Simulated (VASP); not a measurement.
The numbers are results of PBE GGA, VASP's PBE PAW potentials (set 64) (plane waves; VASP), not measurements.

VASP input:

INCAR:
```
! general
SYSTEM  = ZnSe
PREC    = Accurate
ENCUT   = 480
LREAL   = .FALSE.
LASPH   = .TRUE.

! electronic loop
EDIFF   = 1E-6
NELM    = 100
ALGO    = Normal
LMAXMIX = 4

! smearing
ISMEAR  = 0
SIGMA   = 0.05

! functional
GGA     = PE

! ions
IBRION  = 2
NSW     = 60
ISIF    = 3
EDIFFG  = -0.01

! output
LWAVE   = .FALSE.
LCHARG  = .FALSE.
```

File KPOINTS:
```
Automatic mesh
0
Gamma
7 7 7
0 0 0
```

File POSCAR:
```
ZnSe
1.0
  0.0000000000   2.8350000000   2.8350000000
  2.8350000000   0.0000000000   2.8350000000
  2.8350000000   2.8350000000   0.0000000000
Zn Se
1 1
Cart
  0.0000000000   0.0000000000   0.0000000000
  4.2525000000   4.2525000000   4.2525000000
```

POTCAR, in this order: Zn Se (PBE.64 set). Program: vasp_std.

Output

**OUTCAR**
```
 ion  position               nearest neighbor table
   1  0.000  0.000  0.000-   2 2.46   2 2.46   2 2.46   2 2.46
   2  0.750  0.750  0.750-   1 2.46   1 2.46   1 2.46   1 2.46
  LATTYP: Found a face centered cubic cell.
 ALAT       =     5.6700000000
 Subroutine PRICEL returns:
 Original cell was already a primitive cell.
 Subroutine GETGRP returns: Found 24 space group operations
The static configuration has the point symmetry T_d .
The dynamic configuration has the point symmetry T_d .
 Subroutine INISYM returns: Found 24 space group operations
 Subroutine IBZKPT returns following result:
 Found     20 irreducible k-points:

 Following reciprocal coordinates:
            Coordinates               Weight
  0.000000  0.000000  0.000000      1.000000
  0.142857  0.000000  0.000000      8.000000
  0.285714  0.000000  0.000000      8.000000
  0.428571  0.000000  0.000000      8.000000
  0.142857  0.142857  0.000000      6.000000
  0.285714  0.142857  0.000000     24.000000
  0.428571  0.142857  0.000000     24.000000
 -0.428571  0.142857  0.000000     24.000000
 -0.285714  0.142857  0.000000     24.000000
 -0.142857  0.142857  0.000000     12.000000
  0.285714  0.285714  0.000000      6.000000
  0.428571  0.285714  0.000000     24.000000
 -0.428571  0.285714  0.000000     24.000000
 -0.285714  0.285714  0.000000     12.000000
  0.428571  0.428571  0.000000      6.000000
 -0.428571  0.428571  0.000000     12.000000
  0.428571  0.285714  0.142857     24.000000
 -0.428571  0.285714  0.142857     48.000000
 -0.428571  0.428571  0.142857     24.000000
 -0.285714  0.428571  0.142857     24.000000
   k-points           NKPTS =     20   k-points in BZ     NKDIM =     20   number of bands    NBANDS=     13
   number of dos      NEDOS =    301   number of ions     NIONS =      2
   total plane-waves  NPLWV =  27000
   dimension x,y,z NGX =    30 NGY =   30 NGZ =   30
   dimension x,y,z NGXF=    60 NGYF=   60 NGZF=   60
   ions per type =               1   1
   PREC   = accura    normal or accurate (medium, high low for compatibility)
   ISTART =      0    job   : 0-new  1-cont  2-samecut
   ICHARG =      2    charge: 1-file 2-atom 10-const
   ISPIN  =      1    spin polarized calculation?
   LNONCOLLINEAR =      F non collinear calculations
   LSORBIT =      F    spin-orbit coupling
   INIWAV =      1    electr: 0-lowe 1-rand  2-diag
   ENCUT  =  480.0 eV  35.28 Ry    5.94 a.u.   7.16  7.16  7.16*2*pi/ulx,y,z
   NELM   =    100;   NELMIN=  2; NELMDL= -5     # of ELM steps
   EDIFF  = 0.1E-05   stopping-criterion for ELM
   LREAL  =      F    real-space projection
   NLSPLINE    = F    spline interpolate recip. space projectors
   LMAXMIX     =    4 max onsite mixed and CHGCAR
   VOSKOWN=      0    Vosko Wilk Nusair interpolation
   EDIFFG = -.1E-01   stopping-criterion for IOM
   NSW    =     60    number of steps for IOM
   NBLOCK =      1;   KBLOCK =     60    inner block; outer block
   IBRION =      2    ionic relax: 0-MD 1-quasi-New 2-CG
   NFREE  =      1    steps in history (QN), initial steepest desc. (CG)
   ISIF   =      3    stress and relaxation
   ISYM   =      2    0-nonsym 1-usesym 2-fastsym
   TEIN   =    0.0    initial temperature
   TEBEG  =    0.0;   TEEND  =   0.0 temperature during run
   SMASS  =  -3.00    Nose mass-parameter (am)
   PSTRESS=    0.0 pullay stress
   NELECT =      18.0000    total number of electrons
   EFERMI =   0.00;   METHOD = LEGACY
   ISMEAR =     0;   SIGMA  =   0.05  broadening in eV -4-tet -1-fermi 0-gaus
   IALGO  =     38    algorithm
   LDIAG  =      T    sub-space diagonalisation (order eigenvalues)
   IMIX   =      4    mixing-type and parameters
     AMIX     =   0.40;   BMIX     =  1.00
     AMIX_MAG =   1.60;   BMIX_MAG =  1.00
...
```

File OSZICAR:
```
       N       E                     dE             d eps       ncg     rms          rms(c)
DAV:   1     0.821337876455E+02    0.82134E+02   -0.86554E+03   520   0.148E+03
DAV:   2    -0.113458894967E+01   -0.83268E+02   -0.79368E+02   550   0.258E+02
DAV:   3    -0.626120142804E+01   -0.51266E+01   -0.51057E+01   645   0.664E+01
DAV:   4    -0.630793563092E+01   -0.46734E-01   -0.46726E-01   580   0.675E+00
DAV:   5    -0.630819218085E+01   -0.25655E-03   -0.25655E-03   625   0.481E-01    0.494E+00
DAV:   6    -0.603602846873E+01    0.27216E+00   -0.69290E-01   741   0.293E+01    0.373E+00
DAV:   7    -0.601890816020E+01    0.17120E-01   -0.19758E-01   545   0.447E+00    0.156E+00
DAV:   8    -0.601910748203E+01   -0.19932E-03   -0.43119E-03   642   0.666E-01    0.476E-01
DAV:   9    -0.601935710454E+01   -0.24962E-03   -0.11169E-03   570   0.300E-01    0.693E-02
DAV:  10    -0.601944133507E+01   -0.84231E-04   -0.13269E-04   613   0.115E-01    0.181E-02
DAV:  11    -0.601945782340E+01   -0.16488E-04   -0.32238E-05   560   0.597E-02    0.626E-03
DAV:  12    -0.601945913388E+01   -0.13105E-05   -0.37033E-06   605   0.209E-02    0.430E-03
DAV:  13    -0.601945915156E+01   -0.17678E-07   -0.65640E-07   400   0.945E-03
   1 F= -.60194592E+01 E0= -.60194592E+01  d E =-.601946E+01
       N       E                     dE             d eps       ncg     rms          rms(c)
DAV:   1    -0.641297836349E+01   -0.39352E+00   -0.53653E+00   615   0.513E+01    0.436E+00
DAV:   2    -0.608384075311E+01    0.32914E+00   -0.10408E+00   615   0.244E+01    0.167E+00
DAV:   3    -0.604026562720E+01    0.43575E-01   -0.47533E-02   580   0.236E+00    0.799E-01
DAV:   4    -0.603090665268E+01    0.93590E-02   -0.67633E-03   560   0.781E-01    0.268E-01
DAV:   5    -0.602984601792E+01    0.10606E-02   -0.98181E-04   724   0.864E-01    0.335E-02
DAV:   6    -0.602984941405E+01   -0.33961E-05   -0.40650E-04   585   0.465E-01    0.260E-02
DAV:   7    -0.602985581814E+01   -0.64041E-05   -0.59814E-05   625   0.141E-01    0.852E-03
DAV:   8    -0.602985552150E+01    0.29664E-06   -0.76924E-06   550   0.381E-02
   2 F= -.60298555E+01 E0= -.60298555E+01  d E =-.103964E-01
       N       E                     dE             d eps       ncg     rms          rms(c)
DAV:   1    -0.605046608019E+01   -0.20610E-01   -0.26249E-01   620   0.106E+01    0.999E-01
DAV:   2    -0.603331860778E+01    0.17147E-01   -0.64955E-02   615   0.732E+00    0.360E-01
DAV:   3    -0.603127520439E+01    0.20434E-02   -0.22448E-03   555   0.491E-01    0.172E-01
DAV:   4    -0.603078003832E+01    0.49517E-03   -0.34352E-04   600   0.229E-01    0.691E-02
DAV:   5    -0.603071703882E+01    0.63000E-04   -0.84009E-05   764   0.173E-01    0.560E-03
DAV:   6    -0.603071761240E+01   -0.57358E-06   -0.21566E-05   560   0.739E-02    0.618E-03
DAV:   7    -0.603071728274E+01    0.32965E-06   -0.27733E-06   500   0.302E-02
   3 F= -.60307173E+01 E0= -.60307173E+01  d E =-.112581E-01
       N       E                     dE             d eps       ncg     rms          rms(c)
DAV:   1    -0.603122136234E+01   -0.50375E-03   -0.68921E-03   620   0.174E+00    0.162E-01
DAV:   2    -0.603076864973E+01    0.45271E-03   -0.16456E-03   615   0.110E+00    0.592E-02
DAV:   3    -0.603071213265E+01    0.56517E-04   -0.57885E-05   550   0.660E-02    0.282E-02
DAV:   4    -0.603069824263E+01    0.13890E-04   -0.79696E-06   596   0.325E-02    0.110E-02
DAV:   5    -0.603069635540E+01    0.18872E-05   -0.14277E-06   305   0.270E-02    0.102E-03
DAV:   6    -0.603069644817E+01   -0.92778E-07   -0.10784E-06   260   0.169E-02
   4 F= -.60306964E+01 E0= -.60306964E+01  d E =-.112373E-01
```

OUTCAR:
```
------------------------ aborting loop because EDIFF is reached ----------------------------------------
  FORCE on cell =-STRESS in cart. coord.  units (eV):
  Direction    XX          YY          ZZ          XY          YZ          ZX
  --------------------------------------------------------------------------------------
  Total       -0.0177851     -0.0177851     -0.0177851      0.0000000      0.0000000      0.0000000
  in kB       -0.6022892     -0.6022892     -0.6022892      0.0000000      0.0000000      0.0000000
  external PRESSURE =      -0.6022892 kB  Pullay stress =       0.0000000 kB
  volume of cell :       47.31
      direct lattice vectors                 reciprocal lattice vectors
    -0.000000000  2.870629673  2.870629673    -0.174177814  0.174177814  0.174177814
     2.870629673 -0.000000000  2.870629673     0.174177814 -0.174177814  0.174177814
     2.870629673  2.870629673 -0.000000000     0.174177814  0.174177814 -0.174177814
  FREE ENERGIE OF THE ION-ELECTRON SYSTEM (eV)
  ---------------------------------------------------
  free  energy   TOTEN  =        -6.0306964482 eV

  energy  without entropy=       -6.0306964482  energy(sigma->0) =       -6.03069645

 reached required accuracy - stopping structural energy minimisation
```
(Selected blocks of OUTCAR.)

File CONTCAR:
```
ZnSe
   1.00000000000000
    -0.0000000000000000    2.8706296730611767    2.8706296730611767
     2.8706296730611767   -0.0000000000000000    2.8706296730611767
     2.8706296730611767    2.8706296730611767   -0.0000000000000000
  Zn              Se
     1     1
Direct
     1.0000000000000000    0.0000000000000000    1.0000000000000000
     0.7500000000000000    0.7500000000000000    0.7500000000000000
```

File OUTCAR:
```
 val. band max:        1.2895369657   @ k =   0.0000   0.0000   0.0000

 cond. band min:       2.4253607360   @ k =   0.0000   0.0000   0.0000


 Fermi energy:         1.5705296962

 k-point     1 :       0.0000    0.0000    0.0000
  band No.  band energies     occupation
      1     -11.7286      2.00000
      2      -5.1243      2.00000
      3      -5.1243      2.00000
      4      -5.1243      2.00000
      5      -4.7888      2.00000
      6      -4.7888      2.00000
      7       1.2895      2.00000
      8       1.2895      2.00000
      9       1.2895      2.00000
     10       2.4254      0.00000
     11       7.0993      0.00000
     12       7.0993      0.00000
     13       7.0993      0.00000

 k-point     2 :       0.1429    0.0000    0.0000
  band No.  band energies     occupation
      1     -11.6080      2.00000
      2      -5.1113      2.00000
      3      -5.1058      2.00000
      4      -5.1058      2.00000
      5      -4.7902      2.00000
      6      -4.7902      2.00000
      7      -0.2476      2.00000
      8       1.1097      2.00000
      9       1.1097      2.00000
     10       3.5580      0.00000
     11       7.0445      0.00000
     12       7.4008      0.00000
     13       7.4008      0.00000

 k-point     3 :       0.2857    0.0000    0.0000
  band No.  band energies     occupation
      1     -11.3129      2.00000
      2      -5.0691      2.00000
      3      -5.0691      2.00000
      4      -5.0201      2.00000
      5      -4.7866      2.00000
      6      -4.7866      2.00000
      7      -2.0933      2.00000
      8       0.7572      2.00000
      9       0.7572      2.00000
     10       3.9312      0.00000
     11       7.7488      0.00000
     12       7.7488      0.00000
     13       8.1466      0.00000

 k-point     4 :       0.4286    0.0000    0.0000
  band No.  band energies     occupation
      1     -11.0458      2.00000
      2      -5.0467      2.00000
      3      -5.0467      2.00000
...
```

Energy and stress use the plane-wave basis of the starting cell.

The compound is ZnSe in the zinc blende structure. This run relaxes it. Symmetry was kept, so distortions that lower it aren't found.
